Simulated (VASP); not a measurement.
Input for VASP

KPOINTS:
```
K-points
0
gamma
  13 13 13
```

### INCAR
```
SYSTEM  =  C
PREC  =  Accurate; ENCUT  =  620; LREAL  =  .FALSE.
LASPH  =  .TRUE.
EDIFF  =  1E-6; NELM  =  100; ALGO  =  Normal
ISMEAR  =  0; SIGMA  =  0.05
GGA  =  PE
IBRION  =  2; NSW  =  40; ISIF  =  3
EDIFFG  =  -0.02
LWAVE  =  .FALSE.; LCHARG  =  .FALSE.
```

File POSCAR:
```
C
1.0
  0.0000000000   1.7867216391   1.7867216391
  1.7867216391   0.0000000000   1.7867216391
  1.7867216391   1.7867216391   0.0000000000
C
2
Cartesian
  0.0000000000   0.0000000000   0.0000000000
  0.8933608196   0.8933608196   0.8933608196
```

POTCAR, in this order: C (PBE.64 set). Program: vasp_std.

### Question
Translate this PBE calculation to Ansatz.

### Answer
One equivalent input (not run):
Ansatz 0.2 input:
```yaml
crystal:
  lattice:
    - [0.0000000, 1.7867216, 1.7867216]
    - [1.7867216, 0.0000000, 1.7867216]
    - [1.7867216, 1.7867216, 0.0000000]
  atoms:
    - { symbol: C, position: [0.0000000, 0.0000000, 0.0000000] }
    - { symbol: C, position: [0.2500000, 0.2500000, 0.2500000] }
kpoints:
  mp_grid: { grid: [13, 13, 13] }
hamiltonian:
  xc: pbe
  pseudopotentials: { kind: paw }
scf:
  occupations: { method: gaussian, width: 0.05 }
  max_iter: 100
relax:
  max_steps: 40
  f_tol: 0.02
  cell: {}
output: { forces: true, stress: true, eigenvalues: true }
```
Limits of the translation: each code has its own PAW files, so the cut-off isn't converted (ENCUT is set for VASP's; basis.ecutwfc is left out, and Ansatz then takes the one that its files recommend); Ansatz stops its SCF on the density residual and VASP on the energy change (EDIFF).

The compound is C in the diamond structure. This run relaxes it. Symmetry was kept, so distortions that lower it aren't found.
